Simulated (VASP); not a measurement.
Here is a VASP 6.6.1 calculation.

INCAR

```
ALGO = Fast
EDIFF = 1E-6
ENCUT = 520
GGA = PE
ISIF = 2
ISMEAR = -1
LASPH = T
LCHARG = F
LREAL = F
LWAVE = F
NBANDS = 24
NELM = 100
PREC = Accurate
SIGMA = 0.15
```

Contents of KPOINTS:

```
k-points
0
Gamma
  12 12 8
```

POSCAR

```
TePt2Se
1.0
    4.1461447976      0.0000000000      0.0000000000
   -2.0730723988      3.5906667225      0.0000000000
    0.0000000000      0.0000000000      5.5863289791
Te Pt Se
1 2 1
Direct
    0.3333333333      0.6666666667      0.5000000000
    0.6666666667      0.3333333333      0.7535466878
    0.6666666667      0.3333333333      0.2464533122
    0.0000000000      0.0000000000      0.0000000000
```

Potentials or basis: VASP PAW PBE potentials, release 64 (Te, Pt, Se).

Run with:

```console
$ cat potpaw_PBE.64/Te/POTCAR potpaw_PBE.64/Pt/POTCAR potpaw_PBE.64/Se/POTCAR > POTCAR
$ mpirun -np 1 vasp_std > vasp.out
```

Question: Predict the largest force.

Answer: 0.011 eV/Å.

Question: What does it give for the band gap on the k mesh?

Answer: None (metal or under the smearing width).

Question: What does it give for the pressure?

Answer: -0.2 GPa.

Forces on the atoms (eV/Å):
```
Te   0.000  0.000  0.000
Pt   0.000  0.000 -0.011
Pt   0.000  0.000  0.011
Se   0.000  0.000  0.000
```

Spin-orbit coupling is left out, which matters for the levels of Pt, Te.
